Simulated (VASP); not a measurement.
Method: r2SCAN meta-GGA, VASP's PBE PAW potentials (set 64) (plane waves; VASP).

Input for VASP

### INCAR
```
SIGMA = 0.1
ALGO = Normal   # blocked Davidson
NSW = 60   # most ionic steps
ISMEAR = 1
LREAL = .False.
LWAVE = .False.
IBRION = 2   # conjugate gradients
LASPH = .True.   # aspherical one-centre terms
ISIF = 3
LMIXTAU = .True.
EDIFF = 1E-6
LMAXMIX = 6   # l cut-off of mixed one-centre charges
EDIFFG = -0.02   # ionic stop
NELM = 100
ENCUT = 520
PREC = Accurate
METAGGA = R2SCAN
SYSTEM = WO
LCHARG = .False.
```

### POSCAR
```
WO
1
    2.7803309515     0.0000000000     0.0000000000
   -1.3901654758     2.4078370854     0.0000000000
    0.0000000000     0.0000000000     6.9089564216
W O
2 2
Direct
  0.3333330000   0.6666670000   0.0351584228
  0.6666670000   0.3333330000   0.5351584228
  0.3333330000   0.6666670000   0.3398415772
  0.6666670000   0.3333330000   0.8398415772
```

### KPOINTS
```
K-points
0
Gamma
  11 11 4
0 0 0
```

POTCAR, in this order: W_sv O (PBE.64 set). Program: vasp_std.

The resulting files:

**OUTCAR**
```
 ion  position               nearest neighbor table
   1  0.333  0.667  0.035-   4 2.10   4 2.10   4 2.10   3 2.11
   2  0.667  0.333  0.535-   3 2.10   3 2.10   3 2.10   4 2.11
   3  0.333  0.667  0.340-   2 2.10   2 2.10   2 2.10   1 2.11
   4  0.667  0.333  0.840-   1 2.10   1 2.10   1 2.10   2 2.11
  LATTYP: Found a hexagonal cell.
 ALAT       =     2.7803309515
 C/A-ratio  =     2.4849402974
 Subroutine PRICEL returns:
 Original cell was already a primitive cell.
 Subroutine GETGRP returns: Found 12 space group operations
The static configuration has the point symmetry C_3v.
 The point group associated with its full space group is C_6v.
The dynamic configuration has the point symmetry C_3v.
 Subroutine INISYM returns: Found 12 space group operations
 Subroutine IBZKPT returns following result:
 Found     48 irreducible k-points:

 Following reciprocal coordinates:
            Coordinates               Weight
  0.000000  0.000000  0.000000      1.000000
  0.090909  0.000000  0.000000      6.000000
  0.181818 -0.000000  0.000000      6.000000
  0.272727  0.000000  0.000000      6.000000
  0.363636  0.000000  0.000000      6.000000
  0.454545 -0.000000  0.000000      6.000000
  0.090909  0.090909  0.000000      6.000000
  0.181818  0.090909  0.000000     12.000000
  0.272727  0.090909  0.000000     12.000000
  0.363636  0.090909  0.000000     12.000000
  0.454545  0.090909  0.000000      6.000000
  0.181818  0.181818  0.000000      6.000000
  0.272727  0.181818  0.000000     12.000000
  0.363636  0.181818  0.000000     12.000000
  0.272727  0.272727  0.000000      6.000000
  0.363636  0.272727  0.000000      6.000000
  0.000000  0.000000  0.250000      2.000000
  0.090909  0.000000  0.250000     12.000000
  0.181818 -0.000000  0.250000     12.000000
  0.272727  0.000000  0.250000     12.000000
...
```

OSZICAR:
```
       N       E                     dE             d eps       ncg     rms          rms(c)
DAV:   1     0.385314953988E+03    0.38531E+03   -0.25112E+04  2312   0.196E+03
DAV:   2    -0.106954316239E+03   -0.49227E+03   -0.48696E+03  2624   0.573E+02
DAV:   3    -0.134397859561E+03   -0.27444E+02   -0.27265E+02  2904   0.133E+02
DAV:   4    -0.134802812086E+03   -0.40495E+00   -0.40466E+00  2520   0.171E+01
DAV:   5    -0.134807895774E+03   -0.50837E-02   -0.50830E-02  2880   0.190E+00    0.387E+01
DAV:   6    -0.123258995929E+03    0.11549E+02   -0.18720E+01  2904   0.368E+01    0.123E+01
DAV:   7    -0.118265813737E+03    0.49932E+01   -0.28616E+00  2816   0.113E+01    0.319E+00
DAV:   8    -0.118914872451E+03   -0.64906E+00   -0.13746E+00  2648   0.864E+00    0.254E+00
DAV:   9    -0.118909325083E+03    0.55474E-02   -0.58449E-01  2472   0.602E+00    0.438E-01
DAV:  10    -0.119084404576E+03   -0.17508E+00   -0.58101E-02  2752   0.201E+00    0.266E-01
DAV:  11    -0.119111900884E+03   -0.27496E-01   -0.43664E-02  2400   0.158E+00    0.165E-01
DAV:  12    -0.119117557859E+03   -0.56570E-02   -0.92913E-03  2376   0.770E-01    0.682E-02
DAV:  13    -0.119127254176E+03   -0.96963E-02   -0.28416E-03  2472   0.429E-01    0.245E-02
DAV:  14    -0.119128171590E+03   -0.91741E-03   -0.73192E-04  2632   0.227E-01    0.286E-02
DAV:  15    -0.119128166001E+03    0.55891E-05   -0.23955E-04  2520   0.108E-01    0.136E-02
DAV:  16    -0.119128250354E+03   -0.84353E-04   -0.17541E-05  2448   0.330E-02    0.414E-03
DAV:  17    -0.119128230250E+03    0.20104E-04   -0.11585E-05  2024   0.275E-02    0.975E-04
DAV:  18    -0.119128246527E+03   -0.16278E-04   -0.48345E-07  1200   0.715E-03    0.417E-04
DAV:  19    -0.119128242133E+03    0.43949E-05   -0.13520E-07  1152   0.359E-03    0.272E-04
DAV:  20    -0.119128243375E+03   -0.12419E-05   -0.22305E-08  1152   0.131E-03    0.139E-04
DAV:  21    -0.119128242074E+03    0.13008E-05   -0.90610E-09  1152   0.823E-04    0.664E-05
DAV:  22    -0.119128242821E+03   -0.74746E-06   -0.48039E-09  1152   0.581E-04
   1 F= -.11912824E+03 E0= -.11912774E+03  d E =-.119128E+03
       N       E                     dE             d eps       ncg     rms          rms(c)
DAV:   1    -0.119644829895E+03   -0.51659E+00   -0.18508E+01  2440   0.489E+01    0.856E+00
DAV:   2    -0.119176321032E+03    0.46851E+00   -0.11700E+00  2312   0.983E+00    0.318E+00
DAV:   3    -0.119067256489E+03    0.10906E+00   -0.56857E-01  2568   0.602E+00    0.115E+00
DAV:   4    -0.119068722890E+03   -0.14664E-02   -0.52779E-02  2720   0.196E+00    0.381E-01
DAV:   5    -0.119073346665E+03   -0.46238E-02   -0.19274E-02  2608   0.123E+00    0.181E-01
DAV:   6    -0.119076418394E+03   -0.30717E-02   -0.54586E-03  2320   0.729E-01    0.110E-01
DAV:   7    -0.119077087777E+03   -0.66938E-03   -0.25079E-03  2472   0.393E-01    0.311E-02
DAV:   8    -0.119077316341E+03   -0.22856E-03   -0.19807E-04  2712   0.116E-01    0.229E-02
DAV:   9    -0.119077405135E+03   -0.88795E-04   -0.45322E-05  2728   0.506E-02    0.124E-02
DAV:  10    -0.119077428978E+03   -0.23843E-04   -0.67367E-06  2416   0.245E-02    0.387E-03
DAV:  11    -0.119077397303E+03    0.31675E-04   -0.17174E-06  1496   0.138E-02    0.265E-03
DAV:  12    -0.119077410494E+03   -0.13191E-04   -0.73451E-07  1152   0.616E-03    0.694E-04
DAV:  13    -0.119077411457E+03   -0.96319E-06   -0.22839E-07  1152   0.351E-03
   2 F= -.11907741E+03 E0= -.11907696E+03  d E =0.508314E-01
       N       E                     dE             d eps       ncg     rms          rms(c)
DAV:   1    -0.119435748905E+03   -0.35834E+00   -0.95134E+00  2416   0.342E+01    0.673E+00
DAV:   2    -0.119188631308E+03    0.24712E+00   -0.62574E-01  2304   0.725E+00    0.226E+00
DAV:   3    -0.119135406421E+03    0.53225E-01   -0.25774E-01  2568   0.415E+00    0.903E-01
DAV:   4    -0.119125206155E+03    0.10200E-01   -0.26963E-02  2712   0.142E+00    0.298E-01
DAV:   5    -0.119136267872E+03   -0.11062E-01   -0.12952E-02  2536   0.101E+00    0.126E-01
DAV:   6    -0.119135316021E+03    0.95185E-03   -0.24052E-03  2360   0.488E-01    0.647E-02
DAV:   7    -0.119136795964E+03   -0.14799E-02   -0.13016E-03  2488   0.293E-01    0.217E-02
DAV:   8    -0.119136737305E+03    0.58659E-04   -0.81079E-05  2776   0.731E-02    0.133E-02
DAV:   9    -0.119136713612E+03    0.23693E-04   -0.29720E-05  2432   0.414E-02    0.739E-03
DAV:  10    -0.119136710071E+03    0.35409E-05   -0.71676E-06  2360   0.215E-02    0.343E-03
DAV:  11    -0.119136728287E+03   -0.18216E-04   -0.79448E-07  1152   0.988E-03    0.199E-03
DAV:  12    -0.119136719209E+03    0.90783E-05   -0.55047E-07  1152   0.517E-03    0.394E-04
DAV:  13    -0.119136717760E+03    0.14495E-05   -0.95720E-08  1152   0.239E-03    0.174E-04
DAV:  14    -0.119136719748E+03   -0.19883E-05   -0.26905E-08  1152   0.154E-03    0.120E-04
DAV:  15    -0.119136718554E+03    0.11936E-05   -0.64217E-09  1152   0.667E-04    0.724E-05
DAV:  16    -0.119136718609E+03   -0.54418E-07   -0.14298E-09  1152   0.283E-04
   3 F= -.11913672E+03 E0= -.11913622E+03  d E =-.847579E-02
       N       E                     dE             d eps       ncg     rms          rms(c)
DAV:   1    -0.119136736604E+03   -0.18050E-04   -0.54186E-04  2440   0.262E-01    0.500E-02
DAV:   2    -0.119136719195E+03    0.17409E-04   -0.35047E-05  2304   0.543E-02    0.175E-02
DAV:   3    -0.119136725159E+03   -0.59640E-05   -0.15366E-05  2600   0.318E-02    0.655E-03
DAV:   4    -0.119136713823E+03    0.11336E-04   -0.13215E-06  1352   0.103E-02    0.224E-03
DAV:   5    -0.119136724025E+03   -0.10201E-04   -0.74370E-07  1152   0.829E-03    0.124E-03
DAV:   6    -0.119136717603E+03    0.64214E-05   -0.20156E-07  1152   0.446E-03    0.677E-04
DAV:   7    -0.119136721753E+03   -0.41502E-05   -0.11027E-07  1152   0.262E-03    0.208E-04
DAV:   8    -0.119136720180E+03    0.15732E-05   -0.23615E-08  1152   0.138E-03    0.151E-04
DAV:   9    -0.119136720254E+03   -0.73996E-07   -0.42704E-09  1152   0.553E-04
   4 F= -.11913672E+03 E0= -.11913622E+03  d E =-.847743E-02
       N       E                     dE             d eps       ncg     rms          rms(c)
DAV:   1    -0.119137349080E+03   -0.62890E-03   -0.12951E-01  2304   0.388E+00    0.205E-01
DAV:   2    -0.119137132727E+03    0.21635E-03   -0.94563E-03  2400   0.867E-01    0.114E-01
DAV:   3    -0.119136951250E+03    0.18148E-03   -0.83292E-04  3000   0.247E-01    0.438E-02
DAV:   4    -0.119136864106E+03    0.87144E-04   -0.18684E-04  2424   0.115E-01    0.164E-02
DAV:   5    -0.119136949692E+03   -0.85587E-04   -0.10673E-04  2592   0.922E-02    0.933E-03
DAV:   6    -0.119136933485E+03    0.16207E-04   -0.25311E-05  2488   0.495E-02    0.446E-03
DAV:   7    -0.119136945264E+03   -0.11778E-04   -0.24068E-06  1792   0.129E-02    0.177E-03
DAV:   8    -0.119136933816E+03    0.11448E-04   -0.14538E-06  1344   0.112E-02    0.891E-04
DAV:   9    -0.119136940670E+03   -0.68544E-05   -0.24729E-07  1152   0.489E-03    0.617E-04
DAV:  10    -0.119136936357E+03    0.43130E-05   -0.10251E-07  1152   0.299E-03    0.217E-04
DAV:  11    -0.119136937288E+03   -0.93036E-06   -0.12787E-08  1152   0.946E-04
   5 F= -.11913694E+03 E0= -.11913646E+03  d E =-.217033E-03
```

### OUTCAR
```
------------------------ aborting loop because EDIFF is reached ----------------------------------------
  FORCE on cell =-STRESS in cart. coord.  units (eV):
  Direction    XX          YY          ZZ          XY          YZ          ZX
  --------------------------------------------------------------------------------------
  Total        0.0466113      0.0466113     -0.0541291     -0.0000000      0.0000000      0.0000000
  in kB        1.5945067      1.5945065     -1.8516802     -0.0000000      0.0000000      0.0000000
  external PRESSURE =       0.4457777 kB  Pullay stress =       0.0000000 kB
  volume of cell :       46.84
      direct lattice vectors                 reciprocal lattice vectors
     2.787880198 -0.000000000 -0.000000000     0.358695471  0.207092940 -0.000000000
    -1.393940099  2.414374923  0.000000000     0.000000000  0.414185879 -0.000000000
     0.000000000  0.000000000  6.958190834     0.000000000  0.000000000  0.143715518
 POSITION                                       TOTAL-FORCE (eV/Angst)
 -----------------------------------------------------------------------------------
     -0.00000      1.60958      0.24474         0.000000      0.000000      0.009249
      1.39394      0.80479      3.72384        -0.000000      0.000000      0.009249
     -0.00000      1.60958      2.36458        -0.000000      0.000000     -0.009249
      1.39394      0.80479      5.84368        -0.000000     -0.000000     -0.009249
 -----------------------------------------------------------------------------------
    total drift:                               -0.002710      0.001565      0.018214
  FREE ENERGIE OF THE ION-ELECTRON SYSTEM (eV)
  ---------------------------------------------------
  free  energy   TOTEN  =      -119.1369372875 eV

  energy  without entropy=     -119.1355139046  energy(sigma->0) =     -119.13646283

 reached required accuracy - stopping structural energy minimisation
```
(Selected blocks of OUTCAR.)

### CONTCAR
```
WO
   1.00000000000000
     2.7878801979414858   -0.0000000000001564   -0.0000000000000000
    -1.3939400990210140    2.4143749233815988    0.0000000000000000
     0.0000000000000000    0.0000000000000000    6.9581908340759115
  W               O
     2     2
Direct
     0.3333330000000032    0.6666669999999968    0.0351731695547384
     0.6666669999999968    0.3333330000000032    0.5351731695547385
     0.3333330000000032    0.6666669999999968    0.3398268304452615
     0.6666669999999968    0.3333330000000032    0.8398268304452615
```

The structure was generated: WO was put into the wurtzite type (P6_3mc), which need not be its known phase. This run relaxes it. Symmetry was kept, so distortions that lower it aren't found. The start is the result of an earlier pass.
